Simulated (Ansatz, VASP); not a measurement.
**CuF in two plane-wave programs**

Wanted: the spread between two codes on one cell, functional and k mesh. The cell is generated by rule, not measured, and may not be a known phase. The cell is taken from a series of runs on this material, whose earlier steps may have relaxed, scaled, displaced or heated it; both programs get it as it stands.

Program: Ansatz 0.2.0. Level of theory: plane waves, with VASP 6.6.1 beside it; zone-centre phonons at PBEsol. Results are calculated unless marked as measured.

The structure was built from a prototype and need not be the compound's stable phase.

### Step 1. The structure

Symmetry: P6_3/mmc, No. 194, hexagonal system. The conventional cell has a = 2.722 Å, b = 2.722 Å, c = 6.470 Å, α = 90.00°, β = 90.00°, γ = 120.00°. Nearest to Cu lie 6 F at 2.26 Å. F has 6 Cu at 2.26 Å nearest. Farther neighbours and most contacts between anions are not listed.

### Step 2. VASP: zone-centre phonons, PBEsol

Second derivatives magnify differences that forces hide, and they need a tight electronic threshold.

Lines of VASP's logs that name or quote its potential files are left out, and so is its time.

The input, INCAR:

```
SYSTEM = CuF
PREC = Accurate
ENCUT = 600
EDIFF = 1E-08
NELM = 120
ISMEAR = 1
SIGMA = 0.2
LREAL = .FALSE.
ALGO = Normal
GGA = PS
NBANDS = 24
LASPH = .TRUE.
LORBIT = 11
LWAVE = .FALSE.
LCHARG = .FALSE.
ISIF = 2
IBRION = 8
GGA_COMPAT = .FALSE.
KPAR = 2
```

The input, POSCAR:

```
CuF
1.0
    2.7224252891      0.0000027281      0.0000000000
   -1.3612150072      2.3576880962      0.0000000000
    0.0000000000      0.0000000000      6.4699573338
Cu F
2 2
Direct
    0.0000000000      0.0000000000      0.0000000000
    0.0000000000      0.0000000000      0.5000000000
    0.3333333333      0.6666666667      0.2500000000
    0.6666666667      0.3333333333      0.7500000000
```

The input, KPOINTS:

```
Automatic mesh
0
Gamma
15 15 8
0 0 0
```

PAW data sets: Cu and F (PBE family, release 64).

On the command line:

```bash
mpirun -np 2 vasp_std
```

Numbers of over 12 decimals in the logs are rounded to 6 here.

Output:

```text
[banner, memory and clock lines left out]
running    2 mpi-ranks, on    1 nodes
 distrk:  each k-point on    1 cores,    2 groups
 distr:  one band on    1 cores,    1 groups

 POSCAR found type information on POSCAR CuF
 POSCAR found :  2 types and       4 ions
|                                                                             |
|               ----> ADVICE to this user running VASP <----                  |
|                                                                             |
|     You enforced a specific xc type in the INCAR file but a different       |
|     [... a line on the potential file left out ...]
|     I HOPE YOU KNOW WHAT YOU ARE DOING!                                     |
|                                                                             |

 LDA part: xc-table for (Slater+PW92), standard interpolation
 POSCAR, INCAR and KPOINTS ok, starting setup
 FFT: planning ... GRIDC
 FFT: planning ... GRID_SOFT
 FFT: planning ... GRID
 WAVECAR not read
 entering main loop
       N       E                     dE             d eps       ncg     rms          rms(c)
DAV:   1     0.351136707845E+03    0.35114E+03   -0.20050E+04  6952   0.268E+03
DAV:   2     0.250424945182E+02   -0.32609E+03   -0.30837E+03  6616   0.465E+02
DAV:   3    -0.164113983195E+02   -0.41454E+02   -0.40054E+02  8376   0.184E+02
DAV:   4    -0.174768174140E+02   -0.10654E+01   -0.10616E+01  7856   0.306E+01
DAV:   5    -0.174917035386E+02   -0.14886E-01   -0.14884E-01  8592   0.320E+00    0.958E+00
DAV:   6    -0.167444771342E+02    0.74723E+00   -0.15473E+01  8936   0.832E+01    0.793E+00
DAV:   7    -0.156386680012E+02    0.11058E+01   -0.37493E+00  8608   0.592E+01    0.216E+00
DAV:   8    -0.156360456160E+02    0.26224E-02   -0.47749E-01 10008   0.683E+00    0.765E-01
DAV:   9    -0.156233576274E+02    0.12688E-01   -0.24894E-02  9168   0.258E+00    0.304E-01
DAV:  10    -0.156220887251E+02    0.12689E-02   -0.10858E-02  9896   0.220E+00    0.117E-01
DAV:  11    -0.156219587575E+02    0.12997E-03   -0.11384E-03  9568   0.763E-01    0.261E-02
DAV:  12    -0.156219604276E+02   -0.16701E-05   -0.87343E-05  9816   0.181E-01    0.131E-02
DAV:  13    -0.156219585100E+02    0.19176E-05   -0.18589E-05  9488   0.507E-02    0.264E-03
DAV:  14    -0.156219587111E+02   -0.20112E-06   -0.71955E-07  9120   0.146E-02    0.903E-04
DAV:  15    -0.156219586273E+02    0.83846E-07   -0.21564E-08  6448   0.338E-03    0.270E-04
DAV:  16    -0.156219586172E+02    0.10086E-07   -0.86877E-09  4080   0.165E-03    0.843E-05
DAV:  17    -0.156219586195E+02   -0.23319E-08   -0.28467E-09  3872   0.738E-04
   1 F= -.15621959E+02 E0= -.15625983E+02  d E =0.120727E-01
 Linear response reoptimize wavefunctions to high precision
DAV:   1    -0.156219586192E+02    0.31469E-09   -0.90140E-10  4016   0.456E-04
DAV:   2    -0.156219586192E+02   -0.24556E-10   -0.25082E-10  3736   0.195E-04
 Linear response DOF=           4
 Linear response progress:
  Degree of freedom:   1/  4
       N       E                     dE             d eps       ncg     rms          rms(c)
RMM:   1    -0.240234035735E+00   -0.24023E+00   -0.17784E-01 31132   0.673E+00
RMM:   2    -0.239463145662E+00    0.77089E-03   -0.11330E-02 34329   0.924E-01    0.480E-02
RMM:   3    -0.239258912508E+00    0.20423E-03   -0.71709E-04 37233   0.205E-01    0.315E-02
RMM:   4    -0.238992789042E+00    0.26612E-03   -0.61557E-05 37678   0.610E-02    0.294E-03
RMM:   5    -0.238992351627E+00    0.43741E-06   -0.28588E-06 39414   0.119E-02    0.196E-03
RMM:   6    -0.238975558229E+00    0.16793E-04   -0.24258E-07 38130   0.328E-03    0.510E-04
RMM:   7    -0.238974060621E+00    0.14976E-05   -0.46376E-08 34893   0.162E-03    0.244E-04
RMM:   8    -0.238973372302E+00    0.68832E-06   -0.44952E-09 37973   0.611E-04    0.106E-04
RMM:   9    -0.238972092054E+00    0.12802E-05    0.66750E-10 39920   0.270E-04    0.207E-05
RMM:  10    -0.238971999446E+00    0.92608E-07   -0.89711E-10 36026   0.920E-05    0.135E-05
RMM:  11    -0.238972070506E+00   -0.71060E-07   -0.14774E-10 40026   0.449E-05    0.782E-06
RMM:  12    -0.238972078189E+00   -0.76828E-08   -0.11545E-09 37184   0.275E-05    0.889E-07
 first order change of Fermi-energy  -0.82134E-04
 force on displaced ion       1 direction 1 :   0.307   0.000   0.000
 Linear response progress:
  Degree of freedom:   2/  4
       N       E                     dE             d eps       ncg     rms          rms(c)
RMM:   1    -0.258682553674E+00   -0.25868E+00   -0.21081E-01 12240   0.781E+00
RMM:   2    -0.257726112694E+00    0.95644E-03   -0.25303E-02 13436   0.114E+00    0.829E-02
RMM:   3    -0.256287524962E+00    0.14386E-02   -0.27875E-03 15108   0.317E-01    0.607E-02
RMM:   4    -0.255947133625E+00    0.34039E-03   -0.21732E-04 15321   0.899E-02    0.258E-02
RMM:   5    -0.255750518446E+00    0.19662E-03   -0.37803E-04 15738   0.736E-02    0.711E-03
RMM:   6    -0.255743177308E+00    0.73411E-05    0.45571E-05 13908   0.197E-02    0.440E-03
RMM:   7    -0.255759309357E+00   -0.16132E-04    0.10963E-05 13481   0.132E-02    0.262E-03
RMM:   8    -0.255762374232E+00   -0.30649E-05    0.36078E-05 13587   0.729E-03    0.422E-04
RMM:   9    -0.255760833420E+00    0.15408E-05    0.82412E-06 15825   0.291E-03    0.298E-04
RMM:  10    -0.255757761508E+00    0.30719E-05    0.50543E-06 15848   0.733E-04    0.148E-04
RMM:  11    -0.255758062689E+00   -0.30118E-06    0.11752E-05 15164   0.368E-04    0.175E-05
RMM:  12    -0.255758924917E+00   -0.86223E-06    0.36963E-06 16061   0.120E-04    0.139E-05
RMM:  13    -0.255759173932E+00   -0.24902E-06    0.91943E-07 15485   0.425E-05    0.716E-06
RMM:  14    -0.255759221397E+00   -0.47465E-07   -0.40450E-08 16081   0.361E-05    0.303E-06
RMM:  15    -0.255759267424E+00   -0.46027E-07   -0.11097E-07 15744   0.204E-05    0.513E-07
RMM:  16    -0.255759262496E+00    0.49284E-08    0.18775E-09 12957   0.144E-05    0.132E-07
 first order change of Fermi-energy  -0.30887E-03
 force on displaced ion       1 direction 3 :   0.000  -0.000  -7.867
 Linear response progress:
  Degree of freedom:   3/  4
       N       E                     dE             d eps       ncg     rms          rms(c)
RMM:   1    -0.517952094641E+00   -0.51795E+00    0.71461E-01 61368   0.441E+00
RMM:   2    -0.516271015070E+00    0.16811E-02   -0.41145E-03 34485   0.876E-01    0.842E-02
RMM:   3    -0.517192499551E+00   -0.92148E-03   -0.13069E-03 45203   0.278E-01    0.534E-02
RMM:   4    -0.518364232496E+00   -0.11717E-02   -0.68391E-05 44353   0.662E-02    0.432E-03
RMM:   5    -0.518371414754E+00   -0.71823E-05   -0.47159E-06 45879   0.142E-02    0.227E-03
RMM:   6    -0.518330707159E+00    0.40708E-04   -0.36374E-07 41976   0.440E-03    0.312E-04
RMM:   7    -0.518341356654E+00   -0.10649E-04   -0.35084E-08 44413   0.139E-03    0.174E-04
RMM:   8    -0.518341596592E+00   -0.23994E-06   -0.53315E-09 41387   0.511E-04    0.909E-05
RMM:   9    -0.518340694546E+00    0.90205E-06   -0.25673E-09 44277   0.234E-04    0.152E-05
RMM:  10    -0.518340814025E+00   -0.11948E-06   -0.94457E-10 46795   0.772E-05    0.610E-06
RMM:  11    -0.518340799638E+00    0.14387E-07   -0.84253E-10 46573   0.341E-05    0.128E-06
RMM:  12    -0.518340809137E+00   -0.94994E-08   -0.13042E-09 46014   0.238E-05    0.533E-07
 first order change of Fermi-energy   0.34743E-04
 force on displaced ion       3 direction 1 :   0.813  -0.001   0.000
 Linear response progress:
  Degree of freedom:   4/  4
       N       E                     dE             d eps       ncg     rms          rms(c)
RMM:   1    -0.564164654521E+00   -0.56416E+00    0.90900E-01 20935   0.461E+00
RMM:   2    -0.562929574298E+00    0.12351E-02   -0.50665E-03 11745   0.104E+00    0.105E-01
RMM:   3    -0.563662018611E+00   -0.73244E-03   -0.83980E-04 12876   0.501E-01    0.797E-02
RMM:   4    -0.563971777635E+00   -0.30976E-03   -0.32514E-04 13171   0.266E-01    0.415E-02
RMM:   5    -0.564601894751E+00   -0.63012E-03   -0.23867E-04 14023   0.112E-01    0.888E-03
RMM:   6    -0.564563311490E+00    0.38583E-04   -0.49476E-06 14388   0.244E-02    0.411E-03
RMM:   7    -0.564550531156E+00    0.12780E-04   -0.25486E-06 15320   0.825E-03    0.616E-04
RMM:   8    -0.564566558654E+00   -0.16027E-04    0.11383E-07 13033   0.338E-03    0.355E-04
RMM:   9    -0.564561644484E+00    0.49142E-05   -0.62004E-08 14605   0.130E-03    0.904E-05
RMM:  10    -0.564560562110E+00    0.10824E-05    0.10768E-08 14636   0.477E-04    0.372E-05
RMM:  11    -0.564560914260E+00   -0.35215E-06   -0.32760E-08 15561   0.154E-04    0.180E-05
RMM:  12    -0.564561042115E+00   -0.12785E-06    0.84245E-09 15010   0.545E-05    0.509E-06
RMM:  13    -0.564561081347E+00   -0.39232E-07   -0.14639E-09 15699   0.254E-05    0.128E-06
RMM:  14    -0.564561083922E+00   -0.25742E-08    0.16708E-10 15055   0.154E-05    0.550E-07
 first order change of Fermi-energy   0.38839E-03
 force on displaced ion       3 direction 3 :  -0.000   0.000  -3.320
 Linear response finished
```

From OUTCAR (step 2):

```text
ion  position               nearest neighbor table
   1  0.000  0.000  0.000-   3 2.26   4 2.26   4 2.26   3 2.26   4 2.26   3 2.26
   2  0.000  0.000  0.500-   3 2.26   4 2.26   4 2.26   3 2.26   4 2.26   3 2.26
   3  0.333  0.667  0.250-   1 2.26   2 2.26   1 2.26   2 2.26   1 2.26   2 2.26
   4  0.667  0.333  0.750-   1 2.26   2 2.26   1 2.26   2 2.26   1 2.26   2 2.26

  LATTYP: Found a hexagonal cell.
 ALAT       =     2.7224252891
 C/A-ratio  =     2.3765417401

 Subroutine GETGRP returns: Found 24 space group operations
 (whereof 12 operations were pure point group operations)

The static configuration has the point symmetry D_3d.
 The point group associated with its full space group is D_6h.

 Found    135 irreducible k-points:

   k-points           NKPTS =    135   k-points in BZ     NKDIM =    135   number of bands    NBANDS=     24

   dimension x,y,z NGX =    24 NGY =   24 NGZ =   54
   dimension x,y,z NGXF=    48 NGYF=   48 NGZF=  108

   ENCUT  =  600.0 eV  44.10 Ry    6.64 a.u.   5.44  5.44 12.92*2*pi/ulx,y,z

   NELECT =      36.0000    total number of electrons

 k-points in reciprocal lattice and weights: Automatic mesh
   0.00000000  0.00000000  0.00000000       0.001
   0.06666667 -0.00000000  0.00000000       0.003
   0.13333333 -0.00000000  0.00000000       0.003
   0.20000000  0.00000000  0.00000000       0.003
   0.26666667 -0.00000000  0.00000000       0.003
   0.33333333  0.00000000  0.00000000       0.003
   0.40000000  0.00000000  0.00000000       0.003
   0.46666667 -0.00000000  0.00000000       0.003
   0.06666667  0.06666667  0.00000000       0.003
[...]
0.33333333  0.26666667  0.50000000       0.007
   0.33333333  0.33333333  0.50000000       0.001

 average (electrostatic) potential at core
       1 -64.6946       2 -64.6946       3 -75.2525       4 -75.2525

  Total       -0.0164677     -0.0164677     -0.0180399      0.0000000      0.0000000     -0.0000000
  in kB       -0.6353299     -0.6353299     -0.6959877      0.0000000      0.0000000     -0.0000000
  external PRESSURE =      -0.6555491 kB  Pullay stress =       0.0000000 kB

  energy-cutoff  :      600.00
  volume of cell :       41.53
      direct lattice vectors                 reciprocal lattice vectors
     2.722425289  0.000002728  0.000000000     0.367319326  0.212072402  0.000000000
    -1.361215007  2.357688096  0.000000000    -0.000000425  0.424144069  0.000000000
     0.000000000  0.000000000  6.469957334     0.000000000  0.000000000  0.154560525

 POSITION                                       TOTAL-FORCE (eV/Angst)
 -----------------------------------------------------------------------------------
      0.00000      0.00000      0.00000         0.000000      0.000000     -0.000000
      0.00000      0.00000      3.23498         0.000000      0.000000     -0.000000
     -0.00000      1.57179      1.61749        -0.000000     -0.000000      0.000000
      1.36121      0.78590      4.85247         0.000000     -0.000000      0.000000
 -----------------------------------------------------------------------------------
    total drift:                               -0.000000      0.000000      0.000000

 Eigenvectors and eigenvalues of the dynamical matrix
 ----------------------------------------------------

   1 f  =    7.049834 THz    44.295410 2PiTHz  235.157134 cm-1    29.155756 meV
             X         Y         Z           dx          dy          dz
      0.000000  0.000000  0.000000     0.000000    0.000000    0.707107
      0.000000  0.000000  3.234979     0.000000    0.000000   -0.707107
     -0.000002  1.571793  1.617489     0.000000    0.000000   -0.000000
      1.361212  0.785898  4.852468    -0.000000   -0.000000    0.000000

   2 f  =    6.973708 THz    43.817099 2PiTHz  232.617859 cm-1    28.840926 meV
             X         Y         Z           dx          dy          dz
      0.000000  0.000000  0.000000     0.000000   -0.000000    0.000000
      0.000000  0.000000  3.234979    -0.000000   -0.000000    0.000000
     -0.000002  1.571793  1.617489     0.000000    0.000000   -0.707107
      1.361212  0.785898  4.852468     0.000000    0.000000    0.707107

   3 f  =    6.900265 THz    43.355641 2PiTHz  230.168049 cm-1    28.537188 meV
             X         Y         Z           dx          dy          dz
      0.000000  0.000000  0.000000     0.000000    0.000000   -0.336980
      0.000000  0.000000  3.234979    -0.000000    0.000000   -0.336980
     -0.000002  1.571793  1.617489     0.000000   -0.000000    0.621647
      1.361212  0.785898  4.852468    -0.000000   -0.000000    0.621647

   4 f  =    0.046304 THz     0.290934 2PiTHz    1.544519 cm-1     0.191496 meV
             X         Y         Z           dx          dy          dz
      0.000000  0.000000  0.000000     0.512023   -0.363094    0.000000
      0.000000  0.000000  3.234979     0.512023   -0.363094   -0.000000
     -0.000002  1.571793  1.617489     0.265572   -0.188326    0.000000
      1.361212  0.785898  4.852468     0.265572   -0.188326   -0.000000

   5 f  =    0.046304 THz     0.290934 2PiTHz    1.544519 cm-1     0.191496 meV
             X         Y         Z           dx          dy          dz
      0.000000  0.000000  0.000000     0.363094    0.512023   -0.000000
      0.000000  0.000000  3.234979     0.363094    0.512023    0.000000
     -0.000002  1.571793  1.617489     0.188326    0.265572    0.000000
      1.361212  0.785898  4.852468     0.188326    0.265572   -0.000000

   6 f/i=    0.025016 THz     0.157179 2PiTHz    0.834438 cm-1     0.103457 meV
             X         Y         Z           dx          dy          dz
      0.000000  0.000000  0.000000     0.000000   -0.000000    0.621647
      0.000000  0.000000  3.234979     0.000000   -0.000000    0.621647
     -0.000002  1.571793  1.617489    -0.000000    0.000000    0.336980
      1.361212  0.785898  4.852468     0.000000    0.000000    0.336980

   7 f/i=    1.190865 THz     7.482423 2PiTHz   39.722970 cm-1     4.925018 meV
             X         Y         Z           dx          dy          dz
      0.000000  0.000000  0.000000    -0.411057   -0.575354   -0.000000
      0.000000  0.000000  3.234979     0.411057    0.575354    0.000000
     -0.000002  1.571793  1.617489    -0.000000    0.000000   -0.000000
      1.361212  0.785898  4.852468    -0.000000    0.000000    0.000000

   8 f/i=    1.190865 THz     7.482423 2PiTHz   39.722970 cm-1     4.925018 meV
             X         Y         Z           dx          dy          dz
      0.000000  0.000000  0.000000     0.575354   -0.411057   -0.000000
      0.000000  0.000000  3.234979    -0.575354    0.411057    0.000000
     -0.000002  1.571793  1.617489     0.000000   -0.000000   -0.000000
      1.361212  0.785898  4.852468     0.000000   -0.000000    0.000000

   9 f/i=    2.114761 THz    13.287432 2PiTHz   70.540819 cm-1     8.745943 meV
             X         Y         Z           dx          dy          dz
      0.000000  0.000000  0.000000     0.189260    0.264908    0.000000
      0.000000  0.000000  3.234979     0.189260    0.264908   -0.000000
     -0.000002  1.571793  1.617489    -0.364893   -0.510742   -0.000000
      1.361212  0.785898  4.852468    -0.364893   -0.510742    0.000000

  10 f/i=    2.114761 THz    13.287432 2PiTHz   70.540819 cm-1     8.745943 meV
             X         Y         Z           dx          dy          dz
      0.000000  0.000000  0.000000     0.264908   -0.189260   -0.000000
      0.000000  0.000000  3.234979     0.264908   -0.189260    0.000000
     -0.000002  1.571793  1.617489    -0.510742    0.364893   -0.000000
      1.361212  0.785898  4.852468    -0.510742    0.364893    0.000000

  11 f/i=    4.169102 THz    26.195244 2PiTHz  139.066290 cm-1    17.242015 meV
             X         Y         Z           dx          dy          dz
      0.000000  0.000000  0.000000     0.000000    0.000000   -0.000000
      0.000000  0.000000  3.234979     0.000000    0.000000    0.000000
     -0.000002  1.571793  1.617489     0.411048    0.575360   -0.000000
      1.361212  0.785898  4.852468    -0.411048   -0.575360    0.000000

  12 f/i=    4.169102 THz    26.195244 2PiTHz  139.066290 cm-1    17.242015 meV
             X         Y         Z           dx          dy          dz
      0.000000  0.000000  0.000000     0.000000    0.000000   -0.000000
      0.000000  0.000000  3.234979     0.000000   -0.000000   -0.000000
     -0.000002  1.571793  1.617489     0.575360   -0.411048   -0.000000
      1.361212  0.785898  4.852468    -0.575360    0.411048    0.000000

 ELASTIC MODULI CONTR FROM IONIC RELAXATION (kBar)
 Direction    XX          YY          ZZ          XY          YZ          ZX
 --------------------------------------------------------------------------------
 XX          -0.0000      0.0000     -0.0000      0.0000      0.0000      0.0000
 YY           0.0000     -0.0000      0.0000     -0.0000     -0.0000     -0.0000
 ZZ          -0.0000      0.0000     -0.0000      0.0000      0.0000      0.0000
 XY           0.0000     -0.0000      0.0000     -0.0000     -0.0000     -0.0000
 YZ           0.0000     -0.0000      0.0000     -0.0000     -0.0000     -0.0000
 ZX           0.0000     -0.0000      0.0000     -0.0000     -0.0000     -0.0000
 --------------------------------------------------------------------------------
```

This run has no spin polarisation, so a moment on Cu, if there is one, isn't seen. Oxides and halides of Cu are often magnetic insulators, and a metal at this level, without U or exact exchange, may be an artefact.

(Part 1 of 2 ends here.)

[Lines on the potential files, build, host, timing and source positions are cut from VASP's logs without a mark.]

[Logs are printed without paths, hosts, clocks, repeated set-up lines and the standing remarks that a program may print on its own settings, such as how far it seeks lower states.]

[Hosts, paths, dates, database ids (printed as entryN), source tags and the programs' standing remarks are cut or masked in the printed files.]
